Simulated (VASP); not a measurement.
A run of VASP 6.6.1:

File INCAR:

```
  PREC = Accurate
  ENCUT = 520
  EDIFF = 1E-7
  ISMEAR = -1
  SIGMA = 0.05
  LREAL = F
  LASPH = T
  NELM = 80
  ALGO = Fast
  ISIF = 2
  LWAVE = F
  LCHARG = F
  GGA = PE
  IBRION = 2
  NSW = 100
  EDIFFG = -0.01
```

The input KPOINTS:

```
regular mesh
0
Gamma
  8 8 8
```

File POSCAR:

```
AlSe
1.0
    0.0000000000      2.7665640000      2.7665640000
    2.7665640000      0.0000000000      2.7665640000
    2.7665640000      2.7665640000      0.0000000000
Al Se
1 1
Direct
    0.0000000000      0.0000000000      0.0000000000
    0.2500000000      0.2500000000      0.2500000000
```

Potentials or basis: VASP PAW PBE potentials, release 64 (Al, Se).

Command:

```console
$ cat potpaw_PBE.64/Al/POTCAR potpaw_PBE.64/Se/POTCAR > POTCAR
$ mpirun -np 1 vasp_std > vasp.out
```

Hardware: 1 thread of Intel(R) Xeon(R) Platinum 8559C (Emerald Rapids), with other jobs on the host.

Task: How long does it take, and how much memory?

Result: Run time: 16 s on 1 thread of Intel(R) Xeon(R) Platinum 8559C (Emerald Rapids) (shared host), peak memory 0.15 GiB. Counts: scf iterations 14, k points 29, ion steps 1.
